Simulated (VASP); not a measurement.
These are TPSS meta-GGA, VASP's PBE PAW potentials (set 64) (plane waves; VASP) values and carry that method's errors.

A VASP calculation is set up with these files.

File KPOINTS:
```
Automatic mesh
0
Gamma
11 11 11
0 0 0
```

POSCAR:
```
RuAl
1.0
  3.0298780000   0.0000000000   0.0000000000
  0.0000000000   2.9250070000   0.0000000000
  0.0000000000   0.0000000000   2.9161720000
Al Ru
1 1
Cartesian
  1.5149390000   1.4625035000   1.4580860000
  0.0953502607   0.0000000000   0.0000000000
```

**INCAR**
```
ALGO  =  Normal
EDIFF  =  1E-6
ENCUT  =  400
ISIF  =  2
ISMEAR  =  1
LASPH  =  .TRUE.
LCHARG  =  .FALSE.
LMAXMIX  =  4
LMIXTAU  =  .TRUE.
LREAL  =  .FALSE.
LWAVE  =  .FALSE.
METAGGA  =  TPSS
NELM  =  100
PREC  =  Accurate
SIGMA  =  0.1
SYSTEM  =  RuAl
```

POTCAR, in this order: Al Ru_pv (PBE.64 set). Program: vasp_std.

Question: Estimate the energy per atom (σ→0), pressure, largest force, band gap (on the k-mesh).

Answer: 
| Item | Result |
|---|---|
| energy per atom (σ→0) | -13.487 eV/atom |
| band gap (on the k-mesh) | none (metal, semimetal or under 0.01 eV) |
| pressure | 8.94 GPa |
| largest force | 0.935 eV/Å |

OSZICAR:
```
...
DAV:  12    -0.269744647867E+02   -0.11119E-02   -0.47920E-03  5748   0.892E-01    0.177E-01
DAV:  13    -0.269740263623E+02    0.43842E-03   -0.23821E-03  5800   0.562E-01    0.124E-01
DAV:  14    -0.269745861998E+02   -0.55984E-03   -0.13098E-03  5480   0.460E-01    0.196E-02
DAV:  15    -0.269747868280E+02   -0.20063E-03   -0.39184E-05  5804   0.824E-02    0.147E-02
DAV:  16    -0.269747854396E+02    0.13885E-05   -0.47855E-06  5968   0.298E-02    0.325E-03
DAV:  17    -0.269747881790E+02   -0.27394E-05   -0.96416E-07  2852   0.141E-02    0.249E-03
DAV:  18    -0.269747885210E+02   -0.34200E-06   -0.55586E-07  2680   0.940E-03
   1 F= -.26974789E+02 E0= -.26974711E+02  d E =-.231741E-03
```

The compound is RuAl in the CsCl type structure. The cell was not relaxed at this level, atoms are displaced from their ideal sites. The run is one of a series of settings (GGA removed, LMIXTAU = .TRUE., METAGGA = TPSS against the base run), some of them coarse on purpose. The electron count is odd and the run is not spin-polarised, which forces a metal.
